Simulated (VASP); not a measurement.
# BaCaBr4 (F-43m) in VASP: notebook

The runs below take BaCaBr4 through single point, relaxation of cell and atoms, with PBE.

Everything below comes from runs of VASP 6.6.1. Logs are shortened: lines on timing, memory, paths and dates and some standing lists are left out, and cuts for length are marked.

### Step 1. The cell of the first run

Symmetry: F-43m, No. 216, cubic system. The conventional cell has a = 9.338 Å, b = 9.338 Å, c = 9.338 Å, α = 90.00°, β = 90.00°, γ = 90.00°. Ba (site symmetry -43m) has 12 Br at 3.87 Å and 4 Ca at 4.04 Å as nearest neighbours. Around Ca (site symmetry -43m) lie 12 Br at 3.87 Å and 4 Ba at 4.04 Å. Br (site symmetry 3m) has 6 Br at 3.29 to 3.31 Å as nearest neighbours.

The cell was built by a generator and needn't be a form met in nature.

### Step 2. Single point, PBE (species swapped into the GdInCu4 type (F-43m, No. 216))

File INCAR:

```
  PREC = Accurate
  ENCUT = 520
  EDIFF = 1E-6
  ISMEAR = 0
  SIGMA = 0.1
  LREAL = F
  LASPH = T
  NELM = 100
  ALGO = Normal
  ISIF = 2
  LWAVE = F
  LCHARG = T
  GGA = PE
  LELF = T
  LVHAR = T
  NBANDS = 33
```

File KPOINTS:

```
regular mesh
0
Gamma
  4 4 4
```

File POSCAR:

```
BaCaBr4
1.0
    0.0000000000      4.6688279586      4.6688279586
    4.6688279586      0.0000000000      4.6688279586
    4.6688279586      4.6688279586      0.0000000000
Ba Ca Br
1 1 4
Direct
    0.0000000000      0.0000000000      0.0000000000
    0.7500000000      0.7500000000      0.7500000000
    0.8736381845      0.3754539385      0.3754539385
    0.3754539385      0.3754539385      0.3754539385
    0.3754539385      0.8736381845      0.3754539385
    0.3754539385      0.3754539385      0.8736381845
```

Potentials or basis: VASP PAW PBE potentials, release 64 (Ba_sv, Ca_sv, Br).

Command:

```console
$ cat potpaw_PBE.64/Ba_sv/POTCAR potpaw_PBE.64/Ca_sv/POTCAR potpaw_PBE.64/Br/POTCAR > POTCAR
$ mpirun -np 1 vasp_std > vasp.out
```

OUTCAR:

```text
PREC = Accurate
   ENCUT = 520
   EDIFF = 1E-6
   ISMEAR = 0
   LREAL = F
   LASPH = T
   NELM = 100
   ISIF = 2
   GGA = PE

 ion  position               nearest neighbor table
   1  0.000  0.000  0.000-
   2  0.750  0.750  0.750-
   3  0.874  0.375  0.375-
   4  0.375  0.375  0.375-
   5  0.375  0.874  0.375-
   6  0.375  0.375  0.874-

  LATTYP: Found a face centered cubic cell.
 ALAT       =     9.3376559172

  Lattice vectors:

 A1 = (   0.0000000000,   4.6688279586,   4.6688279586)
 A2 = (   4.6688279586,   0.0000000000,   4.6688279586)
 A3 = (   4.6688279586,   4.6688279586,   0.0000000000)

Analysis of symmetry for initial positions (statically):
=====================================================================
 Subroutine PRICEL returns:
 Original cell was already a primitive cell.

 Routine SETGRP: Setting up the symmetry group for a
 face centered cubic supercell.

 Subroutine GETGRP returns: Found 24 space group operations
 (whereof 24 operations were pure point group operations)
 out of a pool of 48 trial point group operations.

The static configuration has the point symmetry T_d .

Analysis of symmetry for dynamics (positions and initial velocities):
=====================================================================
 Subroutine PRICEL returns:
 Original cell was already a primitive cell.

 Routine SETGRP: Setting up the symmetry group for a
 face centered cubic supercell.

 Subroutine GETGRP returns: Found 24 space group operations
 (whereof 24 operations were pure point group operations)
 out of a pool of 48 trial point group operations.

The dynamic configuration has the point symmetry T_d .

 Subroutine INISYM returns: Found 24 space group operations
 (whereof 24 operations are pure point group operations),
 and found     1 'primitive' translations

----------------------------------------------------------------------------------------

                                     Primitive cell

  volume of cell :     203.5418

  direct lattice vectors                    reciprocal lattice vectors
     0.000000000  4.668827959  4.668827959    -0.107093259  0.107093259  0.107093259
     4.668827959  0.000000000  4.668827959     0.107093259 -0.107093259  0.107093259
     4.668827959  4.668827959  0.000000000     0.107093259  0.107093259 -0.107093259

  length of vectors
     6.602719819  6.602719819  6.602719819     0.185490965  0.185490965  0.185490965

  position of ions in fractional coordinates (direct lattice)
     0.000000000  0.000000000  0.000000000
     0.750000000  0.750000000  0.750000000
     0.873638185  0.375453939  0.375453939
     0.375453939  0.375453939  0.375453939
     0.375453939  0.873638185  0.375453939
     0.375453939  0.375453939  0.873638185

  ion indices of the primitive-cell ions
   primitive index   ion index
                 1           1
                 2           2
                 3           3
                 4           4
                 5           5
                 6           6

----------------------------------------------------------------------------------------

 KPOINTS: regular mesh

Automatic generation of k-mesh.
 Grid dimensions read from file:
 generate k-points for:    4    4    4

 Generating k-lattice:

  Cartesian coordinates                     Fractional coordinates (reciprocal lattice)
    -0.026773315  0.026773315  0.026773315     0.250000000  0.000000000  0.000000000
     0.026773315 -0.026773315  0.026773315     0.000000000  0.250000000  0.000000000
     0.026773315  0.026773315 -0.026773315     0.000000000  0.000000000  0.250000000

  Length of vectors
     0.046372741  0.046372741  0.046372741

  Shift w.r.t. Gamma in fractional coordinates (k-lattice)
     0.000000000  0.000000000  0.000000000

 Subroutine IBZKPT returns following result:
 ===========================================

 Found      8 irreducible k-points:

 Following reciprocal coordinates:
            Coordinates               Weight
  0.000000  0.000000  0.000000      1.000000
  0.250000  0.000000  0.000000      8.000000
  0.500000  0.000000  0.000000      4.000000
  0.250000  0.250000  0.000000      6.000000
  0.500000  0.250000  0.000000     24.000000
 -0.250000  0.250000  0.000000     12.000000
  0.500000  0.500000  0.000000      3.000000
 -0.250000  0.500000  0.250000      6.000000
   k-points           NKPTS =      8   k-points in BZ     NKDIM =      8   number of bands    NBANDS=     33
   number of dos      NEDOS =    301   number of ions     NIONS =      6
   total plane-waves  NPLWV = 125000
   dimension x,y,z NGX =    50 NGY =   50 NGZ =   50
   dimension x,y,z NGXF=   100 NGYF=  100 NGZF=  100
   ions per type =               1   1   4
   NGX,Y,Z   is equivalent  to a cutoff of  12.59, 12.59, 12.59 a.u.
   NGXF,Y,Z  is equivalent  to a cutoff of  25.18, 25.18, 25.18 a.u.
 SYSTEM =  unknown system
   PREC   = accura    normal or accurate (medium, high low for compatibility)
   ISTART =      0    job   : 0-new  1-cont  2-samecut
   ICHARG =      2    charge: 1-file 2-atom 10-const
   ISPIN  =      1    spin polarized calculation?
   LNONCOLLINEAR =      F non collinear calculations
   LSORBIT =      F    spin-orbit coupling
   LASPH  =      T    aspherical Exc in radial PAW
   ENCUT  =  520.0 eV  38.22 Ry    6.18 a.u.  12.28 12.28 12.28*2*pi/ulx,y,z
   NELM   =    100;   NELMIN=  2; NELMDL= -5     # of ELM steps
   EDIFF  = 0.1E-05   stopping-criterion for ELM
   LREAL  =      F    real-space projection
   EDIFFG = 0.1E-04   stopping-criterion for IOM
   NSW    =      0    number of steps for IOM
   IBRION =     -1    ionic relax: 0-MD 1-quasi-New 2-CG
   NFREE  =      0    steps in history (QN), initial steepest desc. (CG)
   ISIF   =      2    stress and relaxation
   ISYM   =      2    0-nonsym 1-usesym 2-fastsym
   POTIM  = 0.5000    time-step for ionic-motion
   TEBEG  =    0.0;   TEEND  =   0.0 temperature during run
   PSTRESS=    0.0 pullay stress
   NELECT =      48.0000    total number of electrons
   NUPDOWN=      -1.0000    fix difference up-down
   EMIN   =  10.00;   EMAX   =-10.00  energy-range for DOS
   EFERMI =   0.00;   METHOD = LEGACY
   ISMEAR =     0;   SIGMA  =   0.10  broadening in eV -4-tet -1-fermi 0-gaus
   EFERMI_NEDOS =   21; number of points for ismear=-14 and -15
   IALGO  =     38    algorithm
   IMIX   =      4    mixing-type and parameters
     AMIX     =   0.40;   BMIX     =  1.00
     AMIX_MAG =   1.60;   BMIX_MAG =  1.00
  volume/ion in A,a.u.               =      33.92       228.93
  Fermi-wavevector in a.u.,A,eV,Ry     =   1.011434  1.911332 13.918732  1.022998
  Thomas-Fermi vector in A             =   2.144483
   LORBIT       =      0    0 simple, 1 ext, 2 COOP (PROOUT), +10 PAW based schemes
   GGA     = PE    functional components
   LHFCALC =     F    Hartree Fock is set to
   AEXX    =    0.0000 exact exchange contribution
   IVDW    =     0    specifies the selected vdW correction
   LEPSILON=     F    determine dielectric tensor
   LRPA    =     F    only Hartree local field effects (RPA)
 non-spin polarized calculation
 Gauss-broadening in eV      SIGMA  =   0.10
  energy-cutoff  :      520.00
  volume of cell :      203.54
 maximum number of plane-waves:      5577
 NGX is ok and might be reduce to    50
   NGX = 25   NGY = 25   NGZ = 25

 number of electron      47.9999996 magnetization

 Free energy of the ion-electron system (eV)
  ---------------------------------------------------
  ext. energy  EPLUGINS =         0.00000000
  ---------------------------------------------------
  free energy    TOTEN  =       -15.14571641 eV

  energy without entropy =      -15.12069172  energy(sigma->0) =      -15.13320407

 E-fermi :   2.6651     XC(G=0):  -8.3557

 val. band max:        2.6019996401   @ k =   0.2500   0.0000   0.0000
 cond. band min:       2.6804863099   @ k =   0.5000   0.0000   0.0000
 fundamental gap:      0.0784866698
 Fermi energy:         2.6650512427

 k-point     1 :       0.0000    0.0000    0.0000
  band No.  band energies     occupation
      1     -41.6014      2.00000
      2     -27.0474      2.00000
      3     -22.5278      2.00000
      4     -22.5278      2.00000
      5     -22.5278      2.00000
      6     -12.4261      2.00000
[... 25 lines left out ...]
     32       5.0738      0.00000
     33       5.0738      0.00000

 k-point     2 :       0.2500    0.0000    0.0000
  band No.  band energies     occupation
      1     -41.6014      2.00000
      2     -27.0474      2.00000
      3     -22.5278      2.00000
      4     -22.5278      2.00000
      5     -22.5278      2.00000
      6     -12.4368      2.00000
[... 25 lines left out ...]
     32       5.0533      0.00000
     33       5.0533      0.00000

 k-point     3 :       0.5000    0.0000    0.0000
  band No.  band energies     occupation
      1     -41.6014      2.00000
      2     -27.0473      2.00000
      3     -22.5278      2.00000
      4     -22.5278      2.00000
      5     -22.5278      2.00000
      6     -12.4420      2.00000
[... 25 lines left out ...]
     32       5.0751      0.00000
     33       5.0751      0.00000

 k-point     4 :       0.2500    0.2500    0.0000
  band No.  band energies     occupation
      1     -41.6014      2.00000
      2     -27.0473      2.00000
      3     -22.5278      2.00000
      4     -22.5278      2.00000
      5     -22.5277      2.00000
      6     -12.4083      2.00000
[... 25 lines left out ...]
     32       4.9071      0.00000
     33       4.9071      0.00000

 k-point     5 :       0.5000    0.2500    0.0000
  band No.  band energies     occupation
      1     -41.6014      2.00000
      2     -27.0473      2.00000
      3     -22.5279      2.00000
      4     -22.5279      2.00000
      5     -22.5277      2.00000
      6     -12.3748      2.00000
[... 25 lines left out ...]
     32       5.0839      0.00000
     33       5.3275      0.00000

 k-point     6 :      -0.2500    0.2500    0.0000
  band No.  band energies     occupation
      1     -41.6014      2.00000
      2     -27.0473      2.00000
      3     -22.5279      2.00000
      4     -22.5278      2.00000
      5     -22.5277      2.00000
      6     -12.4037      2.00000
[... 25 lines left out ...]
     32       5.0115      0.00000
     33       5.2280      0.00000

 k-point     7 :       0.5000    0.5000    0.0000
  band No.  band energies     occupation
      1     -41.6014      2.00000
      2     -27.0473      2.00000
      3     -22.5279      2.00000
      4     -22.5279      2.00000
      5     -22.5277      2.00000
      6     -12.3150      2.00000
[... 25 lines left out ...]
     32       5.0281      0.00000
     33       5.0281      0.00000

 k-point     8 :      -0.2500    0.5000    0.2500
  band No.  band energies     occupation
      1     -41.6014      2.00000
      2     -27.0473      2.00000
      3     -22.5280      2.00000
      4     -22.5279      2.00000
      5     -22.5277      2.00000
      6     -12.3104      2.00000
[... 25 lines left out ...]
     32       5.3713      0.00000
     33       5.5159      0.00000

------------------------ aborting loop because EDIFF is reached ----------------------------------------

  FORCE on cell =-STRESS in cart. coord.  units (eV):
  Direction    XX          YY          ZZ          XY          YZ          ZX
  --------------------------------------------------------------------------------------
  -------------------------------------------------------------------------------------
  Total        0.3014241      0.3014241      0.3014241      0.0000000     -0.0000000     -0.0000000
  in kB        2.3726565      2.3726565      2.3726565      0.0000000     -0.0000000     -0.0000000
  external PRESSURE =       2.3726565 kB  Pullay stress =       0.0000000 kB

 VOLUME and BASIS-vectors are now :
 -----------------------------------------------------------------------------
  energy-cutoff  :      520.00
  volume of cell :      203.54
      direct lattice vectors                 reciprocal lattice vectors
     0.000000000  4.668827959  4.668827959    -0.107093259  0.107093259  0.107093259
     4.668827959  0.000000000  4.668827959     0.107093259 -0.107093259  0.107093259
     4.668827959  4.668827959  0.000000000     0.107093259  0.107093259 -0.107093259

 POSITION                                       TOTAL-FORCE (eV/Angst)
 -----------------------------------------------------------------------------------
      0.00000      0.00000      0.00000         0.000000      0.000000      0.000000
      7.00324      7.00324      7.00324         0.000000      0.000000      0.000000
      3.50586      5.83180      5.83180        -0.008327      0.008327      0.008327
      3.50586      3.50586      3.50586        -0.008327     -0.008327     -0.008327
      5.83180      3.50586      5.83180         0.008327     -0.008327      0.008327
      5.83180      5.83180      3.50586         0.008327      0.008327     -0.008327
 -----------------------------------------------------------------------------------
    total drift:                               -0.000000     -0.000000      0.000000

  FREE ENERGIE OF THE ION-ELECTRON SYSTEM (eV)
  ---------------------------------------------------
  free  energy   TOTEN  =       -15.1457164070 eV

  energy  without entropy=      -15.1206917238  energy(sigma->0) =      -15.13320407
```

It took 2.1 min on 1 thread of Intel Xeon Platinum 8259CL at 2.50GHz (Skylake/Cascade Lake), shared host; peak memory 0.38 GiB.

What came out:

| Quantity | Value |
| --- | --- |
| Free energy | -15.1457 eV |
| Pressure | 0.2 GPa |
| Largest force | 0.014 eV/Å |
| Band gap on the k mesh | none (metal or under the smearing width) |

Forces on the atoms (eV/Å):
```
Ba   0.000  0.000  0.000
Ca   0.000  0.000  0.000
Br  -0.008  0.008  0.008
Br  -0.008 -0.008 -0.008
Br   0.008 -0.008  0.008
Br   0.008  0.008 -0.008
```

Spin-orbit coupling is left out, which matters for the levels of Ba.

### Step 3. Relaxation of cell and atoms, PBE (species swapped into the GdInCu4 type (F-43m, No. 216))

File INCAR:

```
ALGO = Normal ; EDIFF = 1E-6
EDIFFG = -0.04 ; ENCUT = 600
GGA = PE ; IBRION = 2
ISIF = 3 ; ISMEAR = 0
LASPH = True ; LCHARG = False
LREAL = False ; LWAVE = False
NELM = 100 ; NSW = 90
PREC = Accurate ; SIGMA = 0.1
```

File KPOINTS:

```
k-points
0
Gamma
  4 4 4
```

File POSCAR:

```
BaCaBr4
1.0
    0.0000000000      4.4659125600      4.4659125600
    4.4659125600      0.0000000000      4.4659125600
    4.4659125600      4.4659125600      0.0000000000
Ba Ca Br
1 1 4
Direct
    0.0000000000      0.0000000000      0.0000000000
    0.7500000000      0.7500000000      0.7500000000
    0.8735521400      0.3754826200      0.3754826200
    0.3754826200      0.3754826200      0.3754826200
    0.3754826200      0.8735521400      0.3754826200
    0.3754826200      0.3754826200      0.8735521400
```

Potentials or basis: VASP PAW PBE potentials, release 64 (Ba_sv, Ca_sv, Br).

Command:

```console
$ cat potpaw_PBE.64/Ba_sv/POTCAR potpaw_PBE.64/Ca_sv/POTCAR potpaw_PBE.64/Br/POTCAR > POTCAR
$ mpirun -np 1 vasp_std > vasp.out
```

It took 4.8 min on 1 thread of Intel Xeon Platinum 8259CL at 2.50GHz (Skylake/Cascade Lake), shared host; peak memory 0.4 GiB.

It converged, with:

| Item | Value |
| --- | --- |
| Free energy | -15.1463 eV |
| Relaxed volume | 34.33 Å³/atom |
| Relaxed cell | a = 6.629 Å, b = 6.629 Å, c = 6.629 Å, α = 60.00°, β = 60.00°, γ = 60.00° |
| Space group after relaxing (to 0.05 Å) | F-43m (No. 216) |
| Energy gained by relaxing | 56.9 meV/atom |
| Ionic steps | 3 |
| Pressure after relaxing | 0.0 GPa |
| Band gap on the k mesh | none (metal or under the smearing width) |

The path:
```csv
step,energy change (eV),largest force (eV/Å),pressure (GPa),volume (Å³)
1,0.0000,0.0293,4.54,178.14
2,-0.3332,0.0050,0.58,200.70
3,-0.3417,0.0010,-0.04,205.95
```

Final structure:
```
CELL_PARAMETERS angstrom
0.00000 4.68717 4.68717
4.68717 0.00000 4.68717
4.68717 4.68717 0.00000
ATOMIC_POSITIONS crystal
Ba 0.00000 0.00000 0.00000
Ca 0.75000 0.75000 0.75000
Br 0.87389 0.37537 0.37537
Br 0.37537 0.37537 0.37537
Br 0.37537 0.87389 0.37537
Br 0.37537 0.37537 0.87389
```

Levels at points of the mesh, in eV from the Fermi level:
```csv
k point,band 22,band 23,band 24,band 25,band 26,band 27
"(0.00, 0.00, 0.00)",-0.91,0.03,0.03,0.03,0.66,0.66
"(0.50, 0.00, 0.00)",-1.05,-0.13,-0.13,0.02,0.80,0.99
"(0.50, 0.50, 0.00)",-2.29,-0.25,-0.25,0.61,0.61,0.83
```

Caveat: the volume moved by over 15 % at a fixed basis, so the end points are rough. Spin-orbit coupling is left out, which matters for the levels of Ba.
